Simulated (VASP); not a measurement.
VASP ran on this input.

INCAR:
```
SYSTEM = ZnSe
PREC = Accurate
ENCUT = 400
EDIFF = 1E-6
NELM = 100
ALGO = Normal
LREAL = .FALSE.
LASPH = .TRUE.
ISMEAR = 0
SIGMA = 0.05
GGA = PE
LMAXMIX = 4
LWAVE = .FALSE.
LCHARG = .FALSE.
ISIF = 2
```

POSCAR:
```
ZnSe
1
    0.0000000000     5.4644454900     5.4644454900
    5.4644454900     0.0000000000     5.4644454900
    5.4644454900     5.4644454900     0.0000000000
Zn Se
1 1
Direct
  0.0000000000   0.0000000000   0.0000000000
  0.2500000000   0.2500000000   0.2500000000
```

### KPOINTS
```
Automatic mesh
0
Gamma
3 3 3
0 0 0
```

POTCAR, in this order: Zn Se (PBE.64 set). Program: vasp_std.

Output of the run:

### standard output
```
 POSCAR found type information on POSCAR ZnSe
 POSCAR found :  2 types and       2 ions
 Reading from existing POTCAR
 Reading from existing POTCAR
 LDA part: xc-table for (Slater+PW92), standard interpolation
 POSCAR, INCAR and KPOINTS ok, starting setup
 WAVECAR not read
 entering main loop
       N       E                     dE             d eps       ncg     rms          rms(c)
DAV:   1     0.688908260832E+02    0.68891E+02   -0.51788E+03   104   0.781E+02
DAV:   2     0.780593064782E+01   -0.61085E+02   -0.59556E+02   124   0.189E+02
DAV:   3    -0.109696844548E+01   -0.89029E+01   -0.80326E+01   109   0.564E+01
DAV:   4    -0.133398320114E+01   -0.23701E+00   -0.23636E+00   109   0.934E+00
DAV:   5    -0.133638900200E+01   -0.24058E-02   -0.24056E-02   124   0.856E-01    0.542E+00
DAV:   6    -0.133462027377E+01    0.17687E-02   -0.50458E+01   104   0.135E+01    0.305E+00
DAV:   7    -0.726707226431E+00    0.60791E+00   -0.12567E+00   104   0.851E+00    0.168E+00
DAV:   8    -0.478968194400E+00    0.24774E+00   -0.23598E-01   104   0.273E+00    0.923E-01
DAV:   9    -0.406493684122E+00    0.72475E-01   -0.56573E-02   114   0.103E+00    0.296E-01
DAV:  10    -0.403621666861E+00    0.28720E-02   -0.20539E-02   114   0.673E-01    0.195E-01
DAV:  11    -0.403562891790E+00    0.58775E-04   -0.28254E-03   104   0.222E-01    0.160E-01
DAV:  12    -0.402455559234E+00    0.11073E-02   -0.16879E-03   119   0.245E-01    0.461E-02
DAV:  13    -0.402432698713E+00    0.22861E-04   -0.25045E-04   104   0.663E-02    0.271E-02
DAV:  14    -0.402520252727E+00   -0.87554E-04   -0.10601E-04   109   0.580E-02    0.289E-02
DAV:  15    -0.402475625887E+00    0.44627E-04   -0.18695E-05   104   0.202E-02    0.102E-02
DAV:  16    -0.402469658256E+00    0.59676E-05   -0.35619E-06   114   0.886E-03    0.201E-03
DAV:  17    -0.402469527733E+00    0.13052E-06   -0.88664E-07    96   0.424E-03
   1 F= -.40246953E+00 E0= -.38933271E+00  d E =-.262736E-01
```

File OUTCAR:
```
------------------------ aborting loop because EDIFF is reached ----------------------------------------
  FORCE on cell =-STRESS in cart. coord.  units (eV):
  Direction    XX          YY          ZZ          XY          YZ          ZX
  --------------------------------------------------------------------------------------
  Total       -0.8801517     -0.8801517     -0.8801517     -0.0000000      0.0000000      0.0000000
  in kB       -4.3211548     -4.3211548     -4.3211548     -0.0000000      0.0000000      0.0000000
  external PRESSURE =      -4.3211548 kB  Pullay stress =       0.0000000 kB
  volume of cell :      326.34
      direct lattice vectors                 reciprocal lattice vectors
     0.000000000  5.464445490  5.464445490    -0.091500592  0.091500592  0.091500592
     5.464445490  0.000000000  5.464445490     0.091500592 -0.091500592  0.091500592
     5.464445490  5.464445490  0.000000000     0.091500592  0.091500592 -0.091500592
  FREE ENERGIE OF THE ION-ELECTRON SYSTEM (eV)
  ---------------------------------------------------
  free  energy   TOTEN  =        -0.4024695277 eV

  energy  without entropy=       -0.3761958867  energy(sigma->0) =       -0.38933271
```
(Selected blocks of OUTCAR.)

**Question.** Read input and log: which fault does this run have?
A) the lattice was typed in bohr, and VASP reads ångström
B) molecular dynamics (IBRION = 0) was asked for without POTIM
C) POTCAR lists the elements in another order than POSCAR
D) EDIFFG is positive, so the stop tests the energy change and not the forces

**Answer.** A, the lattice was typed in bohr, and VASP reads ångström. The run ends without an error. Against the sound run, the energy per atom (σ→0) increases by 2.816 eV/atom; the pressure rises by 0.99 GPa; the band gap decreases by 1.05 eV; the volume increases by 570 %.

To mend it, correct POSCAR, correct KPOINTS.
**POSCAR**
```
ZnSe
1
    0.0000000000     2.8917000000     2.8917000000
    2.8917000000     0.0000000000     2.8917000000
    2.8917000000     2.8917000000     0.0000000000
Zn Se
1 1
Direct
  0.0000000000   0.0000000000   0.0000000000
  0.2500000000   0.2500000000   0.2500000000
```
**KPOINTS**
```
Automatic mesh
0
Gamma
6 6 6
0 0 0
```
The mended run (PBE GGA, plane waves, VASP's PBE PAW potentials (set 64)) converges, and its OSZICAR ends with
```
   1 F= -.60219885E+01 E0= -.60219885E+01  d E =-.126105E-16
```

The compound is ZnSe in the zinc blende structure. The cell was not relaxed at this level.
